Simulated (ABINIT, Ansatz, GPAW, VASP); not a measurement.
## One structure in several programs: Ta2Si (I4/mcm, 6 atoms in the cell)

Self-consistent single point, at a second geometry (lattice scaled by 0.98). First geometry:

```
Ta2Si
1.0
   -3.08777     3.08777     2.52364
    3.08777    -3.08777     2.52364
    3.08777     3.08777    -2.52364
Ta Si
4 2
Cartesian
  2.07751   1.01025   2.52364
  1.01025   2.07751   0.00000
 -1.01025   2.07751   2.52364
  4.09802   1.01025   0.00000
  0.00000   0.00000   1.26182
  0.00000   0.00000   3.78546
```

Shared settings, as Ansatz (a quantum-chemistry and plane-wave program) writes them: kpoints.mp_grid.grid = 7 7 7; scf.occupations.method = gaussian; scf.occupations.width = 0.1 eV. Potentials and cutoffs stand in the table.

```csv
code,model,ΔF from the first geometry (meV/atom),pressure (GPa),largest force (eV/Å),cutoff
ABINIT,"LDA (PW92), PAW (JTH v2.0 LDA PAW)",-5.6,6.14,0.208,544 eV
GPAW,"LDA (Perdew-Wang 92), GPAW PAW datasets LDA (gpaw-data 1.0.1)",-3.7,6.84,0.224,600 eV
VASP,"LDA (PZ), VASP's LDA PAW potentials (set 64)",0.7,7.02,0.229,300 eV
Ansatz,"LDA (PW92), PAW files made with PBE",-4.8,6.63,0.218,420 eV
```

For VASP (by 0.6 GPa) the energy change implies a higher mean pressure, against the two pressures, than for the other programs: a sign of finite-basis (Pulay) stress.

On Ansatz's run: spin-orbit coupling is off. Spin polarisation is off.

The spread over the programs that give each value: ΔF from the first geometry within 6.3 meV/atom; pressure within 0.88 GPa; largest force within 0.021 eV/Å.

Ansatz's pressure is given at a fixed set of plane waves, as the other plane-wave codes print theirs. The same LDA comes in different parametrisations, which differ slightly.

VASP's run is marked for a possible Pulay error in its stress at this cutoff; no cutoff test was made.

The starting cell comes from a database of computed structures (which also holds hypothetical and non-ambient phases and stackings), without a prior relaxation at this level. For this run, on top of that: lattice scaled by 0.98.

Left out of this page: Quantum ESPRESSO, Elk, FLEUR and SIESTA (not drawn, or without a comparable value).

Keys are those of Ansatz 0.2.
